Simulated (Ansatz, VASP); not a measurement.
**Sn in two plane-wave programs**

Aim: how closely do two programs agree when they are given the same cell, functional and k mesh? The structure shown is the start of the Ansatz relaxation below; VASP solves that cell, so the two are compared at the walk's first step.

Program: Ansatz 0.2.0. Level of theory: plane waves, with VASP 6.6.1 beside it; single point at LDA. Results are calculated unless marked as measured.

### 1. Set-up

Symmetry: Imma, No. 74, orthorhombic system. Conventional cell: a = 4.393 Å, b = 4.586 Å, c = 6.563 Å, α = 90.00°, β = 90.00°, γ = 90.00°. Nearest to Sn lie 4 Sn at 2.76 to 2.80 Å. That group holds within 0.01 Å; judged at 0.001 Å it is C2/m (No. 12).

### 2. Ansatz: relaxation, LDA

Ansatz runs on its PAW soft_1 files.

The two programs are compared at the cell with which this relaxation starts, whose forces are those of its first step.

Input file input.yaml:

```yaml
crystal:
  lattice:
    - [-0.0680932813, 3.1747128892, 3.2816697492]
    - [3.1747128892, -0.0680932813, 3.2816697492]
    - [3.106619608, 3.106619608, 0.0]
  atoms:
    - { symbol: Sn, position: [0.4972169208, 0.4972169208, 0.5025412347] }
    - { symbol: Sn, position: [0.7527830792, 0.7527830792, 0.7474587653] }
  conventional_axes: [[0, 0, 1], [1, -1, 0], [1, 1, -1]]
kpoints:
  mp_grid: { grid: [12, 12, 12], shift: [0.5, 0.5, 0.5] }
hamiltonian:
  xc: lda
  pseudopotentials: { kind: paw, azcp: { folder: soft_1 }, xc_functional: pbe }
scf:
  occupations: { method: gaussian, width: 0.015 }
output:
  forces: true
  stress: true
  eigenvalues: true
relax:
  adjacent_minimum: "off"
  f_tol: 0.001
  max_steps: 60
  cell: { stress_tol: 0.01, fix: [a, angles] }
```

The run is started by

```console
$ ansatz run input.yaml --threads 4 --pin off --max-ram 10240MiB --backend cpu --events-out ev --progress --plain --runs-dir out
```

Numbers of over 12 decimals in the logs are rounded to 6 here.

The log of the run:

```text
Engine: ansatz 0.2.0, aarch64-unknown-linux-gnu
Pseudopotentials: kind: paw
Pseudopotential: Sn, paw, valence charge 14, recommended cutoff 420 eV (normal), soft_1/Sn.paw.azcp
Functional definition: SPW92
  exchange = slater_x
  correlation = pw_c
Crystal: 2 atoms, lattice volume = 66.120 Å³
Basis set: ecut = 420 eV, 1307 PW (Γ)
Bands: 18, of which v1, the nominal top of the filled ones, is band 14 counted from 1 (13 counted from 0)
Symmetry: 4 space group operations
Space group: C2/m (ITA 12), of the structure as read, at distance tolerance 4.0e-5 Å
k-points: 468 of 1728
Non-local potential: Sn, projectors of the file, l = 0: 2, l = 1: 2, l = 2: 2, l = 3: 1
PAW form: soft (Blöchl's): semilocal exchange-correlation on the pseudo side does not see the compensation charge
PAW frozen core: Sn, regenerated for the run's functional, and the local potential with it (the file was generated under x = pbe(κ = 0.804, μ = 0.219515), c = pbe(β = 0.066725))
PAW one-centre angular grid: Sn, 590 points (default); XC on 64 Gauss nodes
Initial density: superposition of atomic densities (chi_scale 0.1, normalization cell)
Initial wavefunctions: pseudopotential atomic-orbital guess
Functional: x = slater, c = lda
SCF iter   1: F=—  HF=-11759.262602 eV  |F-HF|=—  |Δ(HF+E_count)|=         —  Δρ=2.34e-2  dr2=4.04e-1  ethr=3.10e-3  ⟨swp⟩=6.1  Hψ=45834  notcnv=0
preconditioner: auto → none  [insulator: Δε(μ)=0.025 eV  Ē_g=20.059 eV  σ=0.015 eV  W_gap=0.56  n_scr=14 (ndim 8)  ℏωp=24.2 eV  f_vac=0.001  D(μ)=0.23/eV (n_scr^D=0)  ε∞_Penn≈2.5]
SCF iter   2: F=—  HF=-11759.141164 eV  |F-HF|=—  |Δ(HF+E_count)|=   1.21e-1  Δρ=9.74e-3  dr2=6.44e-2  ethr=1.44e-3  ⟨swp⟩=2.0  Hψ=14029  notcnv=0
SCF iter   3: F=—  HF=-11759.126033 eV  |F-HF|=—  |Δ(HF+E_count)|=   1.51e-2  Δρ=1.12e-3  dr2=5.69e-4  ethr=2.30e-4  ⟨swp⟩=2.0  Hψ=12171  notcnv=0
SCF iter   4: F=—  HF=-11759.126154 eV  |F-HF|=—  |Δ(HF+E_count)|=   1.21e-4  Δρ=5.00e-4  dr2=6.55e-5  ethr=2.03e-6  ⟨swp⟩=2.0  Hψ=16821  notcnv=0
SCF iter   5: F=—  HF=-11759.126146 eV  |F-HF|=—  |Δ(HF+E_count)|=   7.82e-6  Δρ=1.52e-4  dr2=5.69e-6  ethr=2.34e-7  ⟨swp⟩=2.8  Hψ=14840  notcnv=0
SCF iter   6: F=—  HF=-11759.126146 eV  |F-HF|=—  |Δ(HF+E_count)|=   2.15e-7  Δρ=2.99e-5  dr2=3.50e-7  ethr=2.03e-8  ⟨swp⟩=2.0  Hψ=14081  notcnv=0
SCF iter   7: F=-11759.126146 eV  HF=-11759.126146 eV  |F-HF|=3.10e-8  |Δ(HF+E_count)|=   6.80e-9  Δρ=9.92e-6  dr2=4.84e-8  ethr=3.57e-10  ⟨swp⟩=5.0  Hψ=30398  notcnv=0
SCF 1 converged in 7 iterations: F = -11759.126146 eV  dr2 = 4.84e-8
  greatest PAW one-centre occupation: 0.992 electrons in one spin orbital (limit 2), on the Sn atom at site 1 (counted from 0), in its partial waves of l = 2
relax step   1: F+E_penalty+E_count = -11759.12614616 eV  Δ(F+E_penalty+E_count) = +0.000e0 eV  max|allowed force component| = 1.037e-1 eV/Å  Δτ_max = 0.0000 Å  P = +1.201 GPa  Ω = 66.120 Å³  fix = [a, alpha, beta, gamma]  reactions: a +3.183 GPa; beta +0.060 GPa/rad  (7 SCF iters, dr2 threshold 1.00e-7 eV, accepted)
[...]
relax step   2: F+E_penalty+E_count = -11759.12551223 eV  Δ(F+E_penalty+E_count) = +6.339e-4 eV  max|allowed force component| = 1.616e-1 eV/Å  Δτ_max = 0.0178 Å  P = +0.755 GPa  Ω = 66.680 Å³  energy of the carried Pulay correction = -2.651e-5 eV  fix = [a, alpha, beta, gamma]  (5 SCF iters, dr2 threshold 2.00e-7 eV, rejected (line search))
[...]
relax step   3: F+E_penalty+E_count = -11759.12717009 eV  Δ(F+E_penalty+E_count) = -1.024e-3 eV  max|allowed force component| = 6.843e-3 eV/Å  Δτ_max = 0.0064 Å  P = +0.993 GPa  Ω = 66.376 Å³  energy of the carried Pulay correction = -1.216e-5 eV  fix = [a, alpha, beta, gamma]  reactions: a +2.752 GPa; beta +0.020 GPa/rad  (7 SCF iters, accepted)
[...]
relax step   4: F+E_penalty+E_count = -11759.12723352 eV  Δ(F+E_penalty+E_count) = -6.343e-5 eV  max|allowed force component| = 1.631e-3 eV/Å  Δτ_max = 0.0006 Å  P = +0.890 GPa  Ω = 66.513 Å³  energy of the carried Pulay correction = -1.862e-5 eV  fix = [a, alpha, beta, gamma]  reactions: a +2.649 GPa; beta +0.013 GPa/rad  (4 SCF iters, dr2 threshold 6.05e-8 eV, accepted)
[...]
relax step   5: F+E_penalty+E_count = -11759.12723389 eV  Δ(F+E_penalty+E_count) = -3.675e-7 eV  max|allowed force component| = 2.601e-4 eV/Å  Δτ_max = 0.0002 Å  P = +0.881 GPa  Ω = 66.525 Å³  energy of the carried Pulay correction = -1.919e-5 eV  fix = [a, alpha, beta, gamma]  reactions: a +2.644 GPa; beta +0.021 GPa/rad  (4 SCF iters, dr2 threshold 4.26e-10 eV, accepted)
[...]
relax step   6: F+E_penalty+E_count = -11759.12725371 eV  Δ(F+E_penalty+E_count) = -1.983e-5 eV  max|allowed force component| = 2.596e-4 eV/Å  Δτ_max = 0.0000 Å  P = +0.881 GPa  Ω = 66.525 Å³  fix = [a, alpha, beta, gamma]  reactions: a +2.644 GPa; beta +0.021 GPa/rad  stress off target by 4.18e-4 GPa on what of the cell is left free  SCF on the basis re-selected at this cell (its energy is not comparable with the rows above)  (6 SCF iters)
basis re-selected at this cell: Δ(F+E_penalty+E_count) = -1.983e-5 eV, ΔP = +0.000 GPa vs the last step (what re-selecting the basis moved, of the pressure what is left beyond the Pulay correction that the steps carried, after the strain that the cell walked since its last selection, with what the two solves' SCF thresholds leave and, on support functions, any second-order correction that the steps lacked; it is no m [...]
SCF converged after 6 iterations
Free energy (F): -11759.127254 eV
Harris-Foulkes:  -11759.127254 eV  (|F-HF|=1.82e-12)
Internal energy: -11759.127210 eV  (E = F + TS)
E sigma→0 (E₀):  -11759.127232 eV
Entropy (-TS):   -0.000043 eV (-0.022 meV/atom)
Fermi energy:    7.911449 eV
--- Per-component energies (eV) ---
  E_band       = -246.381912
  E_kinetic    = 339.803846
  E_local      = -2594.713791  (includes V_loc(G=0)·N_el)
  E_nonlocal   = 299.115568
  E_hartree    = 1262.156336
  E_xc         = -250.322912
  E_vxc        = -162.715899  (∫ρ·V_xc dr)
  E_paw        = -8451.425746  (= ΣΔE_a)
  E_vpaw       = -652.184876  (= ΣTr[D̂ρ^β])
  E_aug_tail   = 0.000545  (compensation charges beyond the density's cutoff)
  E_ewald      = -2364.590838
  E_core_change = 0.849782  (= ΣΔE_core)
  E_smearing   = -0.000043  (= −TS)
  E_closure    = -0.000000  (closes the sum)
  Σ components = -11759.127254   (vs F -11759.127254, Δ=0.00e0)
--- Forces (eV/Å), atoms counted from 1 ---
  atom   1  Sn     0.00025963     0.00025963    -0.00009955
  atom   2  Sn    -0.00025963    -0.00025963     0.00009955
  max |Σ_I F_I| component: 1.36e-20 eV/Å
--- Stress (GPa, compression-positive) ---
        1.321876       1.322294      -0.014997
        1.322294       1.321876      -0.014997
       -0.014997      -0.014997       0.000320
  P = ⅓ Tr σ = 0.8814 GPa (8.814 kbar)
--- Band table (eV; the first three rows and the last of 468) ---
  k-point 0: bands = [... 10 lower, -2.9301, 6.9033, 7.8220, 7.8522, 8.3161, 9.9261, 10.1754, 10.3089]
  k-point 1: bands = [... 10 lower, -2.8312, 6.1528, 7.4491, 7.7678, 8.4762, 10.0313, 10.1443, 11.0434]
  k-point 2: bands = [... 10 lower, -2.5929, 4.9029, 7.0985, 7.5055, 8.3676, 10.4159, 10.5337, 11.8440]
  k-point 467: bands = [... 10 lower, -1.1432, 1.4969, 5.9893, 6.5406, 8.2849, 10.9563, 11.2244, 13.6314]
--- Relaxed structure (5 steps of the walk, 4 accepted, 1 SCFs on fresh bases) ---
  F+E_penalty+E_count = -11759.12725371 eV   max|allowed force component| = 2.596e-4 eV/Å   (the final SCF, on the basis selected at the relaxed cell)
  cell:  # Å, volume = 66.5251 Å³
    - [-0.070478, 3.177097, 3.296920]
    - [3.177097, -0.070478, 3.296920]
    - [3.106620, 3.106620, -2.1995820159648239e-13]
  atoms:
    - { symbol: Sn, position: [0.496174, 0.496174, 0.503704] }
    - { symbol: Sn, position: [0.753826, 0.753826, 0.746296] }
```

Reading the cycles: dr2 is the Hartree energy of the density residual (eV), the measure of convergence; HF is the Harris–Foulkes estimate of the energy, which meets the free energy F at convergence.

[end of part 1 of 4]

[Lines on the potential files, build, host, timing and source positions are cut from VASP's logs without a mark.]

[Logs are printed without paths, hosts, clocks, repeated set-up lines and the standing remarks that a program may print on its own settings, such as how far it seeks lower states.]

[Hosts, paths, dates, database ids (printed as entryN), source tags and the programs' standing remarks are cut or masked in the printed files.]
